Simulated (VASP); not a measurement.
These are PBE GGA with D3 dispersion (Becke-Johnson damping), VASP's PBE PAW potentials (set 64) (plane waves; VASP 6.6.1) values and carry that method's errors.

VASP ran on this input.

### INCAR
```
GGA = PE   # PBE
LMAXMIX = 4
SIGMA = 0.1   # width (eV)
ISMEAR = 1   # Methfessel-Paxton
LCHARG = .False.
ISIF = 2
SYSTEM = NiAl
LREAL = .False.   # projection in real space or not
LWAVE = .False.
PREC = Accurate
ALGO = Normal   # blocked Davidson
ENCUT = 520
IVDW = 12
NELM = 100
EDIFF = 1E-7
LASPH = .True.   # aspherical one-centre terms
```

**POSCAR**
```
NiAl
1
    2.8296565721     0.0000000000     0.0000000000
    0.0000000000     2.8296565721     0.0000000000
    0.0000000000     0.0000000000     2.8296565721
Al Ni
1 1
Direct
  0.5000000000   0.5000000000   0.5000000000
  0.0000000000   0.0000000000   0.0000000000
```

KPOINTS:
```
Automatic mesh
0
Gamma
13 13 13
0 0 0
```

POTCAR, in this order: Al Ni (PBE.64 set). Program: vasp_std.

Output of the run:

OUTCAR:
```
 ion  position               nearest neighbor table
   1  0.500  0.500  0.500-   2 2.45   2 2.45   2 2.45   2 2.45   2 2.45   2 2.45   2 2.45   2 2.45
  LATTYP: Found a simple cubic cell.
 ALAT       =     2.8296565721
 Subroutine PRICEL returns:
 Original cell was already a primitive cell.
 Subroutine GETGRP returns: Found 48 space group operations
The static configuration has the point symmetry O_h .
The dynamic configuration has the point symmetry O_h .
 Subroutine INISYM returns: Found 48 space group operations
 Subroutine IBZKPT returns following result:
 Found     84 irreducible k-points:

 Following reciprocal coordinates:
            Coordinates               Weight
  0.000000  0.000000  0.000000      1.000000
  0.076923  0.000000  0.000000      6.000000
  0.153846  0.000000  0.000000      6.000000
  0.230769  0.000000  0.000000      6.000000
  0.307692  0.000000  0.000000      6.000000
  0.384615  0.000000  0.000000      6.000000
  0.461538  0.000000  0.000000      6.000000
  0.076923  0.076923  0.000000     12.000000
  0.153846  0.076923  0.000000     24.000000
  0.230769  0.076923  0.000000     24.000000
  0.307692  0.076923  0.000000     24.000000
  0.384615  0.076923  0.000000     24.000000
  0.461538  0.076923  0.000000     24.000000
  0.153846  0.153846  0.000000     12.000000
  0.230769  0.153846  0.000000     24.000000
  0.307692  0.153846  0.000000     24.000000
  0.384615  0.153846  0.000000     24.000000
  0.461538  0.153846  0.000000     24.000000
  0.230769  0.230769  0.000000     12.000000
  0.307692  0.230769  0.000000     24.000000
  0.384615  0.230769  0.000000     24.000000
  0.461538  0.230769  0.000000     24.000000
  0.307692  0.307692  0.000000     12.000000
  0.384615  0.307692  0.000000     24.000000
  0.461538  0.307692  0.000000     24.000000
  0.384615  0.384615  0.000000     12.000000
  0.461538  0.384615  0.000000     24.000000
  0.461538  0.461538  0.000000     12.000000
  0.076923  0.076923  0.076923      8.000000
  0.153846  0.076923  0.076923     24.000000
  0.230769  0.076923  0.076923     24.000000
  0.307692  0.076923  0.076923     24.000000
  0.384615  0.076923  0.076923     24.000000
  0.461538  0.076923  0.076923     24.000000
  0.153846  0.153846  0.076923     24.000000
  0.230769  0.153846  0.076923     48.000000
  0.307692  0.153846  0.076923     48.000000
  0.384615  0.153846  0.076923     48.000000
  0.461538  0.153846  0.076923     48.000000
  0.230769  0.230769  0.076923     24.000000
   k-points           NKPTS =     84   k-points in BZ     NKDIM =     84   number of bands    NBANDS=     10
   number of dos      NEDOS =    301   number of ions     NIONS =      2
   total plane-waves  NPLWV =  13824
   dimension x,y,z NGX =    24 NGY =   24 NGZ =   24
   dimension x,y,z NGXF=    48 NGYF=   48 NGZF=   48
   ions per type =               1   1
   PREC   = accura    normal or accurate (medium, high low for compatibility)
   ISTART =      0    job   : 0-new  1-cont  2-samecut
   ICHARG =      2    charge: 1-file 2-atom 10-const
   ISPIN  =      1    spin polarized calculation?
   LNONCOLLINEAR =      F non collinear calculations
   LSORBIT =      F    spin-orbit coupling
   INIWAV =      1    electr: 0-lowe 1-rand  2-diag
   ENCUT  =  520.0 eV  38.22 Ry    6.18 a.u.   5.26  5.26  5.26*2*pi/ulx,y,z
   NELM   =    100;   NELMIN=  2; NELMDL= -5     # of ELM steps
   EDIFF  = 0.1E-06   stopping-criterion for ELM
   LREAL  =      F    real-space projection
   NLSPLINE    = F    spline interpolate recip. space projectors
   LMAXMIX     =    4 max onsite mixed and CHGCAR
   VOSKOWN=      0    Vosko Wilk Nusair interpolation
...
```

File OSZICAR:
```
       N       E                     dE             d eps       ncg     rms          rms(c)
DAV:   1     0.405710538336E+02    0.40571E+02   -0.57617E+03  1704   0.138E+03
DAV:   2    -0.106467204851E+02   -0.51218E+02   -0.48161E+02  1700   0.207E+02
DAV:   3    -0.119518752215E+02   -0.13052E+01   -0.12952E+01  2014   0.433E+01
DAV:   4    -0.119710984159E+02   -0.19223E-01   -0.19217E-01  1954   0.461E+00
DAV:   5    -0.119716521996E+02   -0.55378E-03   -0.55376E-03  1912   0.817E-01    0.123E+01
DAV:   6    -0.135327417767E+02   -0.15611E+01   -0.55545E+01  1878   0.131E+02    0.148E+01
DAV:   7    -0.105067106845E+02    0.30260E+01   -0.15990E+01  1856   0.781E+01    0.104E+00
DAV:   8    -0.105026700181E+02    0.40407E-02   -0.33796E-01  2012   0.730E+00    0.105E+00
DAV:   9    -0.104882393726E+02    0.14431E-01   -0.54269E-02  1944   0.389E+00    0.174E-01
DAV:  10    -0.104879707280E+02    0.26864E-03   -0.93661E-04  1896   0.443E-01    0.934E-02
DAV:  11    -0.104879586852E+02    0.12043E-04   -0.62660E-05  2448   0.120E-01    0.278E-02
DAV:  12    -0.104879568925E+02    0.17927E-05   -0.44782E-06  1920   0.360E-02    0.390E-03
DAV:  13    -0.104879566599E+02    0.23264E-06   -0.16304E-07  1124   0.463E-03    0.195E-03
DAV:  14    -0.104879566586E+02    0.13374E-08   -0.52760E-08   862   0.274E-03
   1 F= -.11424820E+02 E0= -.11424841E+02  d E =0.620244E-04
```

**OUTCAR**
```
------------------------ aborting loop because EDIFF is reached ----------------------------------------
 Edisp (eV)   -0.93686
  FORCE on cell =-STRESS in cart. coord.  units (eV):
  Direction    XX          YY          ZZ          XY          YZ          ZX
  --------------------------------------------------------------------------------------
  Total       0.73994     0.73994     0.73994     0.00000     0.00000    -0.00000
  in kB      52.32485    52.32485    52.32485     0.00000     0.00000    -0.00000
  external pressure =       52.32 kB  Pullay stress =        0.00 kB
  volume of cell :       22.66
      direct lattice vectors                 reciprocal lattice vectors
     2.829656572  0.000000000  0.000000000     0.353399776  0.000000000  0.000000000
     0.000000000  2.829656572  0.000000000     0.000000000  0.353399776  0.000000000
     0.000000000  0.000000000  2.829656572     0.000000000  0.000000000  0.353399776
 POSITION                                       TOTAL-FORCE (eV/Angst)
 -----------------------------------------------------------------------------------
      1.41483      1.41483      1.41483         0.000000      0.000000      0.000000
      0.00000      0.00000      0.00000         0.000000      0.000000      0.000000
 -----------------------------------------------------------------------------------
    total drift:                                0.000000      0.000000      0.000000
  FREE ENERGIE OF THE ION-ELECTRON SYSTEM (eV)
  ---------------------------------------------------
  free  energy   TOTEN  =       -11.4248199010 eV

  energy  without entropy=      -11.4248819254  energy(sigma->0) =      -11.42484058
```
(Selected blocks of OUTCAR.)

The compound is NiAl in the CsCl type structure. This cell is one point of a volume scan, at 0.97 of the reference volume. The run is not spin-polarised, so no magnetic state was tried. The electron count is odd and the run is not spin-polarised, which forces a metal.
